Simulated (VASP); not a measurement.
Data:

```
CELL_PARAMETERS angstrom
      7.14656     0.00000     0.00000
      0.00000     7.14656     0.00000
      0.00000     0.00000     7.14656
ATOMIC_POSITIONS crystal
  C  0.50000 0.00000 0.00000
  C  0.62547 0.11820 0.13087
  C  0.75562 0.24346 0.00641
  C  0.86991 0.37197 0.12649
  C  0.75623 0.00494 0.24302
  C  0.87530 0.12573 0.37479
  C  0.00000 0.00000 0.00000
  C  0.12500 0.12500 0.12500
  C  0.25000 0.25000 0.00000
  C  0.37943 0.37205 0.12827
  C  0.50284 0.49758 0.99768
  C  0.63170 0.62675 0.13131
  C  0.75000 0.75000 0.00000
  C  0.87500 0.87500 0.12500
  C  0.25000 0.00000 0.25000
  C  0.37394 0.12448 0.37323
  C  0.49952 0.24348 0.24417
  C  0.75326 0.50191 0.24338
  C  0.87220 0.62109 0.36876
  C  0.50033 0.99883 0.49367
  C  0.62601 0.12926 0.61958
  C  0.74688 0.25199 0.49990
  C  0.87509 0.37446 0.63053
  C  0.75000 0.00000 0.75000
  C  0.87500 0.12500 0.87500
  C  0.00000 0.50000 0.00000
  C  0.12500 0.62500 0.12500
  C  0.25000 0.75000 0.00000
  C  0.37500 0.87500 0.12500
  C  0.00000 0.25000 0.25000
  C  0.12500 0.37500 0.37500
  C  0.25501 0.50265 0.24304
  C  0.38061 0.63089 0.36807
  C  0.50200 0.74839 0.25134
  C  0.62500 0.87500 0.37500
  C  0.00000 0.00000 0.50000
  C  0.12500 0.12500 0.62500
  C  0.24864 0.25540 0.49583
  C  0.37387 0.37707 0.62516
  C  0.62068 0.62364 0.62902
  C  0.74655 0.74453 0.50604
  C  0.87500 0.87500 0.62500
  C  0.25000 0.00000 0.75000
  C  0.37500 0.12500 0.87500
  C  0.49310 0.24314 0.75137
  C  0.62500 0.37500 0.87500
  C  0.75524 0.50579 0.74537
  C  0.87500 0.62500 0.87500
  C  0.00000 0.75000 0.25000
  C  0.12500 0.87500 0.37500
  C  0.00000 0.50000 0.50000
  C  0.12500 0.62500 0.62500
  C  0.25000 0.75000 0.50000
  C  0.37500 0.87500 0.62500
  C  0.00000 0.25000 0.75000
  C  0.12500 0.37500 0.87500
  C  0.25000 0.50000 0.75000
  C  0.37500 0.62500 0.87500
  C  0.50000 0.75000 0.75000
  C  0.62500 0.87500 0.87500
  C  0.00000 0.75000 0.75000
  C  0.12500 0.87500 0.87500
  Mg 0.49767 0.50390 0.49489
```
Cell charge +1.

Method: PBE GGA, VASP's PBE PAW potentials (set 64) (plane waves; VASP 6.6.1). Numerical set-up: PREC = Normal, LREAL = Auto, ISYM = 0, NELECT = 249.0, EDIFF = 1E-5, 400 eV cut-off, 1×1×1 Γ-centred mesh, Gaussian smearing of 0.050 eV, potentials C Mg. Starting moments (MAGMOM): 63*0.0159. The cell's moment is fixed (NUPDOWN = 1).

At this cut-off the stress carries a Pulay error, which pulls relaxed volumes low. The cell is charged, with a uniform compensating background. The supercell is sampled at Γ alone, which is coarse: total energies, pressure and levels can be off, energies of defects by several tenths of an eV.

Question: The ions are relaxed. Predict the relaxed structure.

Answer: 
```
CELL_PARAMETERS angstrom
      7.14656     0.00000     0.00000
      0.00000     7.14656     0.00000
      0.00000     0.00000     7.14656
ATOMIC_POSITIONS crystal
  C  0.49932 0.99896 0.99864
  C  0.62256 0.12738 0.12710
  C  0.74795 0.25222 0.00131
  C  0.87266 0.37772 0.12715
  C  0.74797 0.00161 0.25187
  C  0.87272 0.12738 0.37731
  C  0.99907 0.00107 0.00077
  C  0.12247 0.12676 0.12648
  C  0.24720 0.24933 0.99909
  C  0.37371 0.37571 0.12503
  C  0.49965 0.50053 0.99977
  C  0.62448 0.62665 0.12490
  C  0.75075 0.75297 0.99898
  C  0.87341 0.87764 0.12642
  C  0.24716 0.99931 0.24909
  C  0.37355 0.12512 0.37543
  C  0.48579 0.23677 0.23670
  C  0.76308 0.51437 0.23671
  C  0.87493 0.62663 0.37533
  C  0.49960 0.00003 0.50026
  C  0.62442 0.12510 0.62634
  C  0.76309 0.23675 0.51406
  C  0.87479 0.37570 0.62609
  C  0.75078 0.99931 0.75264
  C  0.87340 0.12675 0.87732
  C  0.00117 0.50080 0.99865
  C  0.12281 0.62741 0.12344
  C  0.25019 0.74997 0.99872
  C  0.37279 0.87739 0.12344
  C  0.99848 0.25223 0.25190
  C  0.12346 0.37626 0.37597
  C  0.24869 0.50102 0.25001
  C  0.36046 0.63992 0.36203
  C  0.49912 0.75163 0.24981
  C  0.62391 0.87673 0.37592
  C  0.00118 0.99894 0.50053
  C  0.12277 0.12376 0.62704
  C  0.24863 0.25012 0.50078
  C  0.36055 0.36233 0.63935
  C  0.63778 0.63991 0.63937
  C  0.75002 0.75161 0.50069
  C  0.87642 0.87738 0.62705
  C  0.25014 0.99904 0.74971
  C  0.37279 0.12376 0.87710
  C  0.49905 0.25007 0.75125
  C  0.62386 0.37624 0.87638
  C  0.74979 0.50098 0.75110
  C  0.87635 0.62737 0.87700
  C  0.00082 0.75298 0.24906
  C  0.12240 0.87772 0.37564
  C  0.00005 0.50052 0.50018
  C  0.12510 0.62449 0.62425
  C  0.25083 0.74931 0.49879
  C  0.37554 0.87507 0.62427
  C  0.00077 0.24934 0.75262
  C  0.12243 0.37594 0.87740
  C  0.25095 0.49898 0.74893
  C  0.37561 0.62452 0.87475
  C  0.50104 0.74930 0.74894
  C  0.62422 0.87774 0.87741
  C  0.00111 0.74995 0.74966
  C  0.12447 0.87566 0.87538
  Mg 0.56180 0.43839 0.43791
```
Cell charge +1. The cell ends with 1.00 μB, on the first 30 sites 0.01 -0.01 0.00 -0.01 0.00 -0.01 0.00 0.00 0.01 0.00 0.00 0.00 0.01 0.00 0.01 0.00 0.09 0.07 0.00 0.00 0.00 0.08 0.00 0.01 0.00 0.01 0.01 0.00 0.01 0.00 μB.

Question: How much energy does the relaxation gain?

Answer: The energy (σ→0) changes by -192.1 meV/atom, in 20 ionic steps.

| step | E(σ→0) (eV) | max force (eV/Å) | pressure (GPa) | volume (Å³) |
|---|---|---|---|---|
| 1 | -551.1672 | 19.779 | 4.52 | 365.00 |
| 2 | -539.8953 | 15.743 | 8.18 | 365.00 |
| 3 | -561.0527 | 3.953 | -0.68 | 365.00 |
| 4 | -561.1299 | 3.947 | -0.71 | 365.00 |
| 5 | -561.1458 | 4.284 | -0.70 | 365.00 |
| 6 | -562.0740 | 2.549 | -0.74 | 365.00 |
| 7 | -562.2274 | 2.947 | -0.95 | 365.00 |
| 8 | -562.8857 | 1.299 | -1.08 | 365.00 |
| 9 | -562.8859 | 1.277 | -1.08 | 365.00 |
| 10 | -563.1620 | 0.962 | -1.31 | 365.00 |
| 11 | -563.1760 | 0.637 | -1.31 | 365.00 |
| 12 | -563.2353 | 0.489 | -1.38 | 365.00 |
| 13 | -563.2466 | 0.253 | -1.38 | 365.00 |
| 14 | -563.2598 | 0.245 | -1.41 | 365.00 |
| 15 | -563.2622 | 0.136 | -1.40 | 365.00 |
| 16 | -563.2658 | 0.088 | -1.41 | 365.00 |
| 17 | -563.2659 | 0.064 | -1.40 | 365.00 |
| 18 | -563.2667 | 0.039 | -1.40 | 365.00 |
| 19 | -563.2667 | 0.033 | -1.40 | 365.00 |
| 20 | -563.2669 | 0.015 | -1.41 | 365.00 |

The cell is a supercell with a defect, built from C (diamond): Mg_C-vac_C, charge +1.
